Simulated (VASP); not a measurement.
## Mo (relaxed from the omega structure, space group P6/mmm): computed properties

All values below come from r2SCAN meta-GGA, VASP's PBE PAW potentials (set 64) (plane waves; VASP).

For Mo, the space group is P6/mmm (191). The cell is a = b = 4.657 Å, c = 2.546 Å, α = β = 90.00°, γ = 120.00°. The volume per atom comes out as 15.94 Å^3/atom and the band gap (over mesh and band path) is none (metal, semimetal or under 0.01 eV). The density is 10.00 g/cm³.

Space group P6/mmm (No. 191); a = b = 4.6566 Å, c = 2.5460 Å, α = β = 90.00°, γ = 120.00°

| atom | site | symmetry | x | y | z |
|---|---|---|---|---|---|
| Mo | 1a | 6/mmm | 0.0000 | 0.0000 | 0.0000 |
| Mo | 2d | -6m2 | 0.3333 | 0.6667 | 0.5000 |

The structure was generated: Mo was put into the omega type (P6/mmm), which need not be its known phase. It was relaxed first. Symmetry was kept, so distortions that lower it aren't found.
